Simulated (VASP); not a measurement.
Level of theory: r2SCAN meta-GGA, VASP's PBE PAW potentials (set 64) (plane waves; VASP).

Input for VASP

### KPOINTS_OPT
```
k-points along high-symmetry lines
10
Line-mode
Reciprocal
  0.000000   0.000000   0.000000 ! GAMMA
  0.000000   0.500000   0.000000 ! X

  0.000000   0.500000   0.000000 ! X
  0.500000   0.500000   0.000000 ! M

  0.500000   0.500000   0.000000 ! M
  0.000000   0.000000   0.000000 ! GAMMA

  0.000000   0.000000   0.000000 ! GAMMA
  0.500000   0.500000   0.500000 ! R

  0.500000   0.500000   0.500000 ! R
  0.000000   0.500000   0.000000 ! X

  0.500000   0.500000   0.500000 ! R
  0.500000   0.500000   0.000000 ! M
```

### POSCAR
```
GeW
1
    3.1118221096     0.0000000000    -0.0000000000
    0.0000000000     3.1118221096     0.0000000000
   -0.0000000000     0.0000000000     3.1118221096
W Ge
1 1
Direct
  0.0000000000   0.0000000000   0.0000000000
  0.5000000000   0.5000000000   0.5000000000
```

File KPOINTS:
```
Automatic mesh
0
Gamma
13 13 13
0 0 0
```

INCAR:
```
SYSTEM = GeW
PREC = Accurate; ENCUT = 400; LREAL = .False.
LASPH = .True.
EDIFF = 1E-7; NELM = 100; ALGO = Normal
LMAXMIX = 6; LMIXTAU = .True.
ISMEAR = -5
METAGGA = R2SCAN
ISIF = 2
LWAVE = .False.; LCHARG = .False.; LORBIT = 11
NEDOS = 601
```

POTCAR, in this order: W_sv Ge_d (PBE.64 set). Program: vasp_std.

Unless said otherwise, spin-orbit coupling is left out, though it shifts the bands of the heavy elements here.

**Question.** Estimate the energy per atom (σ→0), band gap (over mesh and band path).

**Answer.** 
The energy per atom (σ→0) is -32.108 eV/atom and the band gap (over mesh and band path) is none (metal, semimetal or under 0.01 eV).

### OSZICAR
```
...
DAV:  17    -0.642163183830E+02    0.93471E-05   -0.61357E-06  3444   0.234E-02    0.303E-03
DAV:  18    -0.642163162856E+02    0.20974E-05   -0.47379E-07  2718   0.506E-03    0.213E-03
DAV:  19    -0.642163155331E+02    0.75253E-06   -0.82394E-08  1626   0.361E-03    0.190E-03
DAV:  20    -0.642163140719E+02    0.14612E-05   -0.13976E-07  2088   0.277E-03    0.100E-03
DAV:  21    -0.642163137631E+02    0.30879E-06   -0.15995E-08  1588   0.132E-03    0.567E-04
DAV:  22    -0.642163136740E+02    0.89147E-07   -0.37996E-09  1584   0.625E-04
   1 F= -.64216314E+02 E0= -.64216314E+02  d E =0.000000E+00
       N       E                     dE             ncg
```

The structure was generated: GeW was put into the CsCl type (Pm-3m), which need not be its known phase. It was relaxed first, which changed the volume by -8 %.
